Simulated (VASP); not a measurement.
# Which magnetic order does MnB take?

Wanted: the lowest of several collinear orders of MnB. The start is a cell from a database of measured crystal structures.

Program: VASP 6.6.1. Level of theory: SCAN, DFT+U (Mn d 3 eV), spin-polarised, from parallel moments; plane waves and PAW (Mn, B), in the first sound run; inputs show where later runs differ. Results are calculated unless marked as measured.

## Step 1: The starting structure

Symmetry: Pnma, No. 62, orthorhombic system. Conventional cell: a = 5.563 Å, b = 2.977 Å, c = 4.147 Å, α = 90.00°, β = 90.00°, γ = 90.00°. Mn has 7 B at 2.19 to 2.25 Å nearest. Nearest to B lie 2 B at 1.80 Å and 7 Mn at 2.19 to 2.25 Å. Farther neighbours are not listed.

## Step 2: Magnetic order, start order fm, signs ++++

Each run starts from other signs of the moments at the same geometry and cutoff; gentle mixing helps it keep them. Any wave vector in a name is a fraction of the reciprocal vectors of the first cell as typed.

The input, INCAR:

```
SYSTEM = MnB
PREC = Normal
ENCUT = 390
EDIFF = 1E-06
NELM = 150
ISMEAR = 0
SIGMA = 0.05
LREAL = .FALSE.
ALGO = Normal
METAGGA = SCAN
LASPH = .TRUE.
NBANDS = 32
ISPIN = 2
MAGMOM = 4 4 4 4 0 0 0 0
LDAU = .TRUE.
LDAUTYPE = 2
LDAUL = 2 -1
LDAUU = 3 0
LDAUJ = 0 0
LDAUPRINT = 1
LMAXMIX = 4
LORBIT = 11
LWAVE = .FALSE.
LCHARG = .TRUE.
KPAR = 2
AMIX = 0.2
BMIX = 1E-04
AMIX_MAG = 0.8
BMIX_MAG = 1E-04
```

The input, POSCAR:

```
MnB
1.0
    5.5631820000      0.0000000000      0.0000000000
    0.0000000000      2.9768500000      0.0000000000
    0.0000000000      0.0000000000      4.1472430000
Mn B
4 4
Direct
    0.8241200000      0.7500000000      0.8791700000
    0.6758800000      0.2500000000      0.3791700000
    0.3241200000      0.7500000000      0.6208300000
    0.1758800000      0.2500000000      0.1208300000
    0.9659000000      0.7500000000      0.3872000000
    0.5341000000      0.2500000000      0.8872000000
    0.4659000000      0.7500000000      0.1128000000
    0.0341000000      0.2500000000      0.6128000000
```

The input, KPOINTS:

```
Automatic mesh
0
Gamma
3 6 4
0 0 0
```

PAW data sets: Mn and B (PBE family, release 64).

Started as:

```console
$ mpirun -np 2 vasp_std
```

What it wrote:

```text
[banner, memory and clock lines left out]
running    2 mpi-ranks, on    1 nodes
 distrk:  each k-point on    1 cores,    2 groups
 distr:  one band on    1 cores,    1 groups

 POSCAR found type information on POSCAR MnB
 POSCAR found :  2 types and       8 ions
|                                                                             |
|               ----> ADVICE to this user running VASP <----                  |
|                                                                             |
|     You enforced a specific xc type in the INCAR file but a different       |
|     [... a line on the potential file left out ...]
|     I HOPE YOU KNOW WHAT YOU ARE DOING!                                     |
|                                                                             |

 LDA part: xc-table for (None), standard interpolation
 POSCAR, INCAR and KPOINTS ok, starting setup
 FFT: planning ... GRIDC
 FFT: planning ... GRID_SOFT
 FFT: planning ... GRID
 WAVECAR not read
 entering main loop
       N       E                     dE             d eps       ncg     rms          rms(c)
DAV:   1     0.267997223438E+03    0.26800E+03   -0.14266E+04  3072   0.126E+03
DAV:   2    -0.802738732467E+02   -0.34827E+03   -0.33118E+03  3072   0.353E+02
DAV:   3    -0.113269815788E+03   -0.32996E+02   -0.31055E+02  4600   0.130E+02
DAV:   4    -0.114564582229E+03   -0.12948E+01   -0.12800E+01  4952   0.283E+01
DAV:   5    -0.114584357972E+03   -0.19776E-01   -0.19764E-01  4856   0.368E+00    0.405E+01
DAV:   6    -0.959969796209E+02    0.18587E+02   -0.48456E+01  4776   0.907E+01    0.169E+01
DAV:   7    -0.970142038848E+02   -0.10172E+01   -0.48783E+00  4696   0.204E+01    0.139E+01
DAV:   8    -0.972188757114E+02   -0.20467E+00   -0.49254E-01  4912   0.644E+00    0.107E+01
DAV:   9    -0.972374849674E+02   -0.18609E-01   -0.30981E-01  4336   0.566E+00    0.505E+00
DAV:  10    -0.972392350826E+02   -0.17501E-02   -0.64595E-02  4688   0.225E+00    0.143E+00
DAV:  11    -0.972467046927E+02   -0.74696E-02   -0.24328E-02  4296   0.156E+00    0.288E-01
DAV:  12    -0.972469737831E+02   -0.26909E-03   -0.18325E-03  4288   0.441E-01    0.183E-01
DAV:  13    -0.972468448761E+02    0.12891E-03   -0.10706E-03  4288   0.266E-01    0.817E-02
DAV:  14    -0.972466488418E+02    0.19603E-03   -0.20570E-04  4048   0.134E-01    0.594E-02
DAV:  15    -0.972466043029E+02    0.44539E-04   -0.17740E-05  4560   0.390E-02    0.324E-02
DAV:  16    -0.972465602388E+02    0.44064E-04   -0.17812E-05  4288   0.317E-02    0.122E-02
DAV:  17    -0.972465561972E+02    0.40416E-05   -0.67448E-06  3576   0.236E-02    0.556E-03
DAV:  18    -0.972465307792E+02    0.25418E-04   -0.49112E-07  1760   0.811E-03    0.306E-03
DAV:  19    -0.972465222384E+02    0.85408E-05   -0.32510E-07  1608   0.551E-03    0.247E-03
DAV:  20    -0.972465212885E+02    0.94990E-06   -0.14575E-07  1608   0.429E-03
   1 F= -.97246521E+02 E0= -.97244774E+02  d E =-.349533E-02  mag=    12.0424
```

It took 43 s on 2 MPI ranks of Intel Xeon 6975P-C (Granite Rapids), shared host; peak memory 0.31 GiB; 80 s of CPU time.

Lines that name or quote the potential files are left out of all logs, and their timing lines are given in words.

Parts of OUTCAR (step 2):

```text
ion  position               nearest neighbor table
   1  0.824  0.750  0.879-   5 2.19   8 2.19   8 2.19   6 2.20   6 2.20   7 2.22   5 2.25   4 2.66
                             4 2.66   2 2.68   2 2.68   2 2.68   2 2.68   3 2.98   3 2.98
   2  0.676  0.250  0.379-   6 2.19   7 2.19   7 2.19   5 2.20   5 2.20   8 2.22   6 2.25   3 2.66
                             3 2.66   1 2.68   1 2.68   1 2.68   1 2.68   4 2.98   4 2.98
   3  0.324  0.750  0.621-   7 2.19   6 2.19   6 2.19   8 2.20   8 2.20   5 2.22   7 2.25   2 2.66
                             2 2.66   4 2.68   4 2.68   4 2.68   4 2.68   1 2.98   1 2.98
   4  0.176  0.250  0.121-   8 2.19   5 2.19   5 2.19   7 2.20   7 2.20   6 2.22   8 2.25   1 2.66
                             1 2.66   3 2.68   3 2.68   3 2.68   3 2.68   2 2.98   2 2.98
   5  0.966  0.750  0.387-   8 1.80   8 1.80   1 2.19   4 2.19   4 2.19   2 2.20   2 2.20   3 2.22
                             1 2.25
   6  0.534  0.250  0.887-   7 1.80   7 1.80   2 2.19   3 2.19   3 2.19   1 2.20   1 2.20   4 2.22
                             2 2.25
   7  0.466  0.750  0.113-   6 1.80   6 1.80   3 2.19   2 2.19   2 2.19   4 2.20   4 2.20   1 2.22
                             3 2.25
   8  0.034  0.250  0.613-   5 1.80   5 1.80   4 2.19   1 2.19   1 2.19   3 2.20   3 2.20   2 2.22
                             4 2.25

  LATTYP: Found a simple orthorhombic cell.
 ALAT       =     2.9768500000
 B/A-ratio  =     1.3931649227
 C/A-ratio  =     1.8688150226

 Subroutine GETGRP returns: Found  8 space group operations
 (whereof  2 operations were pure point group operations)

The static configuration has the point symmetry S_2 .
 The point group associated with its full space group is D_2h.

 Found     24 irreducible k-points:

   k-points           NKPTS =     24   k-points in BZ     NKDIM =     24   number of bands    NBANDS=     32

   dimension x,y,z NGX =    28 NGY =   14 NGZ =   20
   dimension x,y,z NGXF=    56 NGYF=   28 NGZF=   40

   ENCUT  =  390.0 eV  28.66 Ry    5.35 a.u.   8.96  4.79  6.68*2*pi/ulx,y,z

   NELECT =      40.0000    total number of electrons

 k-points in reciprocal lattice and weights: Automatic mesh
   0.00000000  0.00000000  0.00000000       0.014
   0.33333333  0.00000000  0.00000000       0.028
   0.00000000  0.16666667  0.00000000       0.028
   0.33333333  0.16666667  0.00000000       0.056
   0.00000000  0.33333333  0.00000000       0.028
   0.33333333  0.33333333  0.00000000       0.056
   0.00000000  0.50000000  0.00000000       0.014
   0.33333333  0.50000000  0.00000000       0.028
   0.00000000  0.00000000  0.25000000       0.028
[...]
0.00000000  0.50000000  0.50000000       0.014
   0.33333333  0.50000000  0.50000000       0.028

atom =   1  type =  1  l = 2

 onsite density matrix

spin component  1

  0.7914  0.0292 -0.0000  0.0000 -0.0000
  0.0292  0.8786 -0.0000 -0.0000 -0.0000
 -0.0000 -0.0000  0.8363 -0.0071 -0.0021
  0.0000 -0.0000 -0.0071  0.8478  0.0056
 -0.0000 -0.0000 -0.0021  0.0056  0.9072

spin component  2

  0.2127 -0.0198  0.0000  0.0000 -0.0000
 -0.0198  0.1883  0.0000  0.0000 -0.0000
  0.0000  0.0000  0.1840  0.0047 -0.0101
  0.0000  0.0000  0.0047  0.1808 -0.0042
 -0.0000 -0.0000 -0.0101 -0.0042  0.1386

 occupancies and eigenvectors

  o =  0.1362  v =  0.0000  0.0000  0.0000  0.0000  0.0000  0.0000 -0.0000 -0.2000 -0.0711 -0.9772      0.0000  0.0000  0.0000  0.0000  0.0000  0.0000  0.0000  0.0000  0.0000  0.0000
  o =  0.1772  v =  0.0000  0.0000  0.0000  0.0000  0.0000  0.4873  0.8732 -0.0000 -0.0000  0.0000      0.0000  0.0000  0.0000  0.0000  0.0000  0.0000  0.0000  0.0000  0.0000  0.0000
  o =  0.1775  v =  0.0000  0.0000  0.0000  0.0000  0.0000  0.0000 -0.0000 -0.5371  0.8421  0.0486      0.0000  0.0000  0.0000  0.0000  0.0000  0.0000  0.0000  0.0000  0.0000  0.0000
  o =  0.1896  v =  0.0000  0.0000  0.0000  0.0000  0.0000  0.0000  0.0000  0.8195  0.5346 -0.2066      0.0000  0.0000  0.0000  0.0000  0.0000  0.0000  0.0000  0.0000  0.0000  0.0000
  o =  0.2238  v =  0.0000  0.0000  0.0000  0.0000  0.0000 -0.8732  0.4873 -0.0000 -0.0000  0.0000      0.0000  0.0000  0.0000  0.0000  0.0000  0.0000  0.0000  0.0000  0.0000  0.0000
  o =  0.7825  v = -0.9567  0.2909 -0.0000  0.0000 -0.0000  0.0000  0.0000  0.0000  0.0000  0.0000      0.0000  0.0000  0.0000  0.0000  0.0000  0.0000  0.0000  0.0000  0.0000  0.0000
  o =  0.8329  v =  0.0000  0.0000  0.9008  0.4342 -0.0079  0.0000  0.0000  0.0000  0.0000  0.0000      0.0000  0.0000  0.0000  0.0000  0.0000  0.0000  0.0000  0.0000  0.0000  0.0000
  o =  0.8506  v =  0.0000 -0.0000 -0.4326  0.8955 -0.1047  0.0000  0.0000  0.0000  0.0000  0.0000      0.0000  0.0000  0.0000  0.0000  0.0000  0.0000  0.0000  0.0000  0.0000  0.0000
  o =  0.8875  v = -0.2909 -0.9567  0.0000 -0.0000  0.0000  0.0000  0.0000  0.0000  0.0000  0.0000      0.0000  0.0000  0.0000  0.0000  0.0000  0.0000  0.0000  0.0000  0.0000  0.0000
  o =  0.9078  v =  0.0000 -0.0000  0.0384 -0.0977 -0.9945  0.0000  0.0000  0.0000  0.0000  0.0000      0.0000  0.0000  0.0000  0.0000  0.0000  0.0000  0.0000  0.0000  0.0000  0.0000

atom =   2  type =  1  l = 2

 onsite density matrix

spin component  1

  0.7914 -0.0292  0.0000  0.0000  0.0000
 -0.0292  0.8786 -0.0000  0.0000  0.0000
  0.0000 -0.0000  0.8363  0.0071 -0.0021
  0.0000  0.0000  0.0071  0.8478 -0.0056
  0.0000  0.0000 -0.0021 -0.0056  0.9072

spin component  2

  0.2127  0.0198 -0.0000 -0.0000 -0.0000
  0.0198  0.1883  0.0000  0.0000  0.0000
 -0.0000  0.0000  0.1840 -0.0047 -0.0101
 -0.0000  0.0000 -0.0047  0.1808  0.0042
 -0.0000  0.0000 -0.0101  0.0042  0.1386

 occupancies and eigenvectors

  o =  0.1362  v =  0.0000  0.0000  0.0000  0.0000  0.0000  0.0000  0.0000  0.2000 -0.0711  0.9772      0.0000  0.0000  0.0000  0.0000  0.0000  0.0000  0.0000  0.0000  0.0000  0.0000
  o =  0.1772  v =  0.0000  0.0000  0.0000  0.0000  0.0000 -0.4873  0.8732 -0.0000 -0.0000 -0.0000      0.0000  0.0000  0.0000  0.0000  0.0000  0.0000  0.0000  0.0000  0.0000  0.0000
  o =  0.1775  v =  0.0000  0.0000  0.0000  0.0000  0.0000  0.0000  0.0000  0.5371  0.8421 -0.0486      0.0000  0.0000  0.0000  0.0000  0.0000  0.0000  0.0000  0.0000  0.0000  0.0000
  o =  0.1896  v =  0.0000  0.0000  0.0000  0.0000  0.0000  0.0000  0.0000 -0.8195  0.5346  0.2066      0.0000  0.0000  0.0000  0.0000  0.0000  0.0000  0.0000  0.0000  0.0000  0.0000
  o =  0.2238  v =  0.0000  0.0000  0.0000  0.0000  0.0000 -0.8732 -0.4873  0.0000  0.0000  0.0000      0.0000  0.0000  0.0000  0.0000  0.0000  0.0000  0.0000  0.0000  0.0000  0.0000
[...]
0.0292  0.8786  0.0000 -0.0000 -0.0000
  0.0000  0.0000  0.8363 -0.0071 -0.0021
  0.0000 -0.0000 -0.0071  0.8478  0.0056
 -0.0000 -0.0000 -0.0021  0.0056  0.9072

spin component  2

  0.2127 -0.0198 -0.0000  0.0000  0.0000
 -0.0198  0.1883  0.0000  0.0000 -0.0000
 -0.0000  0.0000  0.1840  0.0047 -0.0101
  0.0000  0.0000  0.0047  0.1808 -0.0042
  0.0000 -0.0000 -0.0101 -0.0042  0.1386

 occupancies and eigenvectors

  o =  0.1362  v =  0.0000  0.0000  0.0000  0.0000  0.0000  0.0000 -0.0000 -0.2000 -0.0711 -0.9772      0.0000  0.0000  0.0000  0.0000  0.0000  0.0000  0.0000  0.0000  0.0000  0.0000
  o =  0.1772  v =  0.0000  0.0000  0.0000  0.0000  0.0000  0.4873  0.8732  0.0000 -0.0000 -0.0000      0.0000  0.0000  0.0000  0.0000  0.0000  0.0000  0.0000  0.0000  0.0000  0.0000
  o =  0.1775  v =  0.0000  0.0000  0.0000  0.0000  0.0000  0.0000 -0.0000  0.5371 -0.8421 -0.0486      0.0000  0.0000  0.0000  0.0000  0.0000  0.0000  0.0000  0.0000  0.0000  0.0000
  o =  0.1896  v =  0.0000  0.0000  0.0000  0.0000  0.0000  0.0000  0.0000 -0.8195 -0.5346  0.2066      0.0000  0.0000  0.0000  0.0000  0.0000  0.0000  0.0000  0.0000  0.0000  0.0000
  o =  0.2238  v =  0.0000  0.0000  0.0000  0.0000  0.0000 -0.8732  0.4873  0.0000 -0.0000 -0.0000      0.0000  0.0000  0.0000  0.0000  0.0000  0.0000  0.0000  0.0000  0.0000  0.0000
  o =  0.7825  v = -0.9567  0.2909  0.0000  0.0000 -0.0000  0.0000  0.0000  0.0000  0.0000  0.0000      0.0000  0.0000  0.0000  0.0000  0.0000  0.0000  0.0000  0.0000  0.0000  0.0000
  o =  0.8329  v =  0.0000 -0.0000  0.9008  0.4342 -0.0079  0.0000  0.0000  0.0000  0.0000  0.0000      0.0000  0.0000  0.0000  0.0000  0.0000  0.0000  0.0000  0.0000  0.0000  0.0000
  o =  0.8506  v =  0.0000 -0.0000 -0.4326  0.8955 -0.1047  0.0000  0.0000  0.0000  0.0000  0.0000      0.0000  0.0000  0.0000  0.0000  0.0000  0.0000  0.0000  0.0000  0.0000  0.0000
  o =  0.8875  v = -0.2909 -0.9567 -0.0000 -0.0000  0.0000  0.0000  0.0000  0.0000  0.0000  0.0000      0.0000  0.0000  0.0000  0.0000  0.0000  0.0000  0.0000  0.0000  0.0000  0.0000
  o =  0.9078  v =  0.0000 -0.0000  0.0384 -0.0977 -0.9945  0.0000  0.0000  0.0000  0.0000  0.0000      0.0000  0.0000  0.0000  0.0000  0.0000  0.0000  0.0000  0.0000  0.0000  0.0000

 average (electrostatic) potential at core
       1 -46.8348       2 -46.8347       3 -46.8348       4 -46.8347       5 -26.0187
       6 -26.0186       7 -26.0187       8 -26.0186

 E-fermi :   7.8580

 spin component 1
 k-point     1 :       0.0000    0.0000    0.0000
  band No.  band energies     occupation
    ...
     22       5.0580      1.00000
     23       5.2044      1.00000
     24       5.3976      1.00000
     25       6.2159      1.00000
     26       6.2209      1.00000
     27       9.2992      0.00000
     28       9.9226      0.00000
     29      10.0284      0.00000
     30      10.4501      0.00000
     31      12.2995      0.00000
    ...

 k-point     2 :       0.3333    0.0000    0.0000
  band No.  band energies     occupation
    ...
     22       5.1977      1.00000
     23       5.2102      1.00000
     24       5.3686      1.00000
     25       6.6972      1.00000
     26       7.6752      1.00000
     27       9.1882      0.00000
     28       9.3337      0.00000
     29       9.7727      0.00000
     30       9.7770      0.00000
     31      13.1867      0.00000
    ...

 k-point     3 :       0.0000    0.1667    0.0000
  band No.  band energies     occupation
    ...
     22       5.1973      1.00000
     23       5.2721      1.00000
     24       5.3181      1.00000
     25       6.8083      1.00000
     26       7.0950      1.00000
     27       8.9155      0.00000
     28       9.3251      0.00000
     29      10.4768      0.00000
     30      10.6369      0.00000
     31      12.1170      0.00000
    ...

 k-point     4 :       0.3333    0.1667    0.0000
  band No.  band energies     occupation
    ...
     22       5.0499      1.00000
     23       5.8804      1.00000
     24       6.2121      1.00000
     25       6.5666      1.00000
     26       7.1158      1.00000
     27       9.1284      0.00000
     28       9.2781      0.00000
     29       9.8616      0.00000
     30      10.3540      0.00000
     31      13.0613      0.00000
    ...

 k-point     5 :       0.0000    0.3333    0.0000
  band No.  band energies     occupation
    ...
     20       5.0390      1.00000
     21       5.0993      1.00000
     22       5.2543      1.00000
     23       5.3055      1.00000
     24       5.3771      1.00000
     25       8.0826      0.00000
     26       8.0913      0.00000
     27       8.3328      0.00000
     28       9.1981      0.00000
     29      10.7804      0.00000
    ...

 k-point     6 :       0.3333    0.3333    0.0000
  band No.  band energies     occupation
    ...
     22       5.2849      1.00000
     23       5.7782      1.00000
     24       5.9385      1.00000
     25       7.1057      1.00000
     26       7.5804      1.00000
     27       9.0625      0.00000
     28       9.4140      0.00000
     29      10.0848      0.00000
     30      11.5591      0.00000
     31      12.1078      0.00000
    ...

  Total       11.9815941      3.4175717      9.6994220      0.0000000      0.0000000      0.0000000
  in kB      279.5023627     79.7238970    226.2646628      0.0000000      0.0000000      0.0000000
  external PRESSURE =     195.1636409 kB  Pullay stress =       0.0000000 kB

  energy-cutoff  :      390.00
  volume of cell :       68.68
      direct lattice vectors                 reciprocal lattice vectors
     5.563182000  0.000000000  0.000000000     0.179753242  0.000000000  0.000000000
     0.000000000  2.976850000  0.000000000     0.000000000  0.335925559  0.000000000
     0.000000000  0.000000000  4.147243000     0.000000000  0.000000000  0.241124043

 POSITION                                       TOTAL-FORCE (eV/Angst)
 -----------------------------------------------------------------------------------
      4.58473      2.23264      3.64613        -0.367942      0.000000      0.115602
      3.76004      0.74421      1.57251         0.367942     -0.000000      0.115602
      1.80314      2.23264      2.57473        -0.367942      0.000000     -0.115602
      0.97845      0.74421      0.50111         0.367942     -0.000000     -0.115602
      5.37348      2.23264      1.60581         0.039182      0.000000      0.296146
      2.97130      0.74421      3.67943        -0.039182     -0.000000      0.296146
      2.59189      2.23264      0.46781         0.039182      0.000000     -0.296146
      0.18970      0.74421      2.54143        -0.039182      0.000000     -0.296146
 -----------------------------------------------------------------------------------
    total drift:                                0.000000      0.000000      0.000000

  FREE ENERGIE OF THE ION-ELECTRON SYSTEM (eV)
  ---------------------------------------------------
  free  energy   TOTEN  =       -97.2465212885 eV

  energy  without entropy=      -97.2430259562  energy(sigma->0) =      -97.24477362

 total charge
# of ion       s       p       d       tot
------------------------------------------
    1        0.352   0.516   5.134   6.002
    2        0.352   0.516   5.134   6.002
    3        0.352   0.516   5.134   6.002
    4        0.352   0.516   5.134   6.002
    5        0.695   1.268   0.000   1.963
    6        0.695   1.268   0.000   1.963
    7        0.695   1.268   0.000   1.963
    8        0.695   1.268   0.000   1.963
--------------------------------------------------
tot          4.188   7.136  20.536  31.859

 magnetization (x)
# of ion       s       p       d       tot
------------------------------------------
    1        0.021  -0.001   3.352   3.372
    2        0.021  -0.001   3.352   3.372
    3        0.021  -0.001   3.352   3.372
    4        0.021  -0.001   3.352   3.372
    5       -0.065  -0.211   0.000  -0.276
    6       -0.065  -0.211   0.000  -0.276
    7       -0.065  -0.211   0.000  -0.276
    8       -0.065  -0.211   0.000  -0.276
--------------------------------------------------
tot         -0.178  -0.847  13.407  12.382

[... 6 further parts left out ...]
```

The magnetic state follows from one typed start and may not be the lowest. The k-mesh is coarse for a metal. A U on the itinerant d states of such a compound is hard to justify; it moves the bands at the Fermi level and favours large moments. The PAW data sets were made with PBE, which is usual practice but a small mismatch for other functionals. The data set Mn keeps the semicore shell frozen, which is cheaper and a little less accurate.

This step gave:

| Property | Result |
| --- | --- |
| electronic cycles | 20 |
| electrons | 40 |
| free energy (TOTEN) | -97.2465 eV |
| energy at zero smearing | -97.2448 eV |
| Fermi energy | 7.858 eV |
| moment of the cell, from the last line of the log | 12.04 μB |
| labelled metallic, from the levels on this mesh | yes |

Spin moment in the PAW sphere by atom:

```tsv
atom	spin moment in the PAW sphere (μB)
Mn1	3.37
Mn2	3.37
Mn3	3.37
Mn4	3.37
B5	-0.28
B6	-0.28
B7	-0.28
B8	-0.28
```

Force by atom:

```tsv
atom	x (eV/Å)	y (eV/Å)	z (eV/Å)	size
Mn1	-0.368	0.000	0.116	0.386
Mn2	0.368	0.000	0.116	0.386
Mn3	-0.368	0.000	-0.116	0.386
Mn4	0.368	0.000	-0.116	0.386
B5	0.039	0.000	0.296	0.299
B6	-0.039	0.000	0.296	0.299
B7	0.039	0.000	-0.296	0.299
B8	-0.039	0.000	-0.296	0.299
```

Spin density in the ac plane at fractional y = 0.250, with atoms of Mn and B within 0.2 Å of it.

Ten even steps from '0' (-0.2 e/Å³) to '9' (3.9 e/Å³), each cell a mean:
```
001100000000000
000000000000000
000000000000000
000000000000000
000000000111000
000000001453100
000000002795100
011100001464100
026520000111000
149830000000000
025420000000000
```
Columns run along a (5.6 Å), rows up along c (4.1 Å). Atoms in or near the plane, at fractional coordinates: Mn at (0.68, 0.38), Mn at (0.18, 0.12), B at (0.53, 0.89), B at (0.03, 0.61).

(Part 1 of 4 ends here.)

[Lines on the potential files, build, host, timing and source positions are cut from VASP's logs without a mark.]

[Logs are printed without paths, hosts, clocks, repeated set-up lines and the standing remarks that a program may print on its own settings, such as how far it seeks lower states.]

[Hosts, paths, dates, database ids (printed as entryN), source tags and the programs' standing remarks are cut or masked in the printed files.]

[In band tables of VASP the shares of atoms and orbitals are scaled to a sum of 1 inside the atoms' spheres.]

[Runs that stopped without an error message from VASP are left out.]
